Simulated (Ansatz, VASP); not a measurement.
## Two plane-wave programs on Be3B2Se

Contents of INCAR:

```
PREC = Accurate ; ENCUT = 600
EDIFF = 1E-6 ; ISMEAR = 0
SIGMA = 0.1 ; LREAL = F
LASPH = T ; NELM = 80
ALGO = Fast ; ISIF = 3
LWAVE = F ; LCHARG = F
GGA = PE ; IBRION = 2
NSW = 100 ; EDIFFG = -0.01
```

Contents of KPOINTS:

```
regular mesh
0
Gamma
  12 12 8
```

The input POSCAR:

```
Be3B2Se
1.0
    3.8530208633      0.0000000000      0.0000000000
   -1.9265104316      3.3368139489      0.0000000000
    0.0000000000      0.0000000000      5.1253644222
Be B Se
3 2 1
Direct
    0.3333333333      0.6666666667      0.5000000000
    0.6666666667      0.3333333333      0.5000000000
    0.0000000000      0.0000000000      0.5000000000
    0.3333333333      0.6666666667      0.0000000000
    0.6666666667      0.3333333333      0.0000000000
    0.0000000000      0.0000000000      0.0000000000
```

Input for Ansatz:

```yaml
crystal:
  lattice:
    - [3.8530208633, 0.0, 0.0]
    - [-1.9265104316, 3.3368139489, 0.0]
    - [0.0, 0.0, 5.1253644222]
  atoms:
    - { symbol: Be, position: [0.3333333333, 0.6666666667, 0.5] }
    - { symbol: Be, position: [0.6666666667, 0.3333333333, 0.5] }
    - { symbol: Be, position: [0.0, 0.0, 0.5] }
    - { symbol: B, position: [0.3333333333, 0.6666666667, 0.0] }
    - { symbol: B, position: [0.6666666667, 0.3333333333, 0.0] }
    - { symbol: Se, position: [0.0, 0.0, 0.0] }
basis:
  ecutwfc: 420
kpoints:
  mp_grid: { grid: [12, 12, 8] }
hamiltonian:
  xc: pbe
scf:
  occupations: { method: gaussian, width: 0.1 }
output:
  forces: true
  stress: true
  eigenvalues: true
relax:
  adjacent_minimum: "off"
  f_tol: 0.01
  max_steps: 80
  cell: { stress_tol: 0.05 }
```

Alike in both runs: task relaxation of cell and atoms; functional PBE; k mesh 12 × 12 × 8; occupations gaussian, width 0.1 eV; no spin polarisation.

|  | VASP | Ansatz |
| --- | --- | --- |
| version | VASP 6.6.1 | Ansatz 0.2.0 |
| potentials or method | VASP PAW PBE potentials, release 64 (Be, B, Se) | scalar-relativistic, plane waves, PAW |
| plane-wave cutoff (eV) | 600 | 420 |
| valence electrons in the cell | 18 | 28 |

```csv
,VASP,Ansatz,Ansatz less VASP
"gap on the k mesh at the Fermi level, each at its own relaxed structure (eV)",none,none,-
relaxed volume (Å³/atom),10.86,10.86,-0.006
relaxed cell length with the largest relative difference (Å),4.945,4.944,-0.0009
energy change over the relaxation (meV/atom),-4,-4,+0.2
```

A gap of «none» marks a metal or a gap that the smearing closes. The two sets of potentials don't hold the same shells in valence.
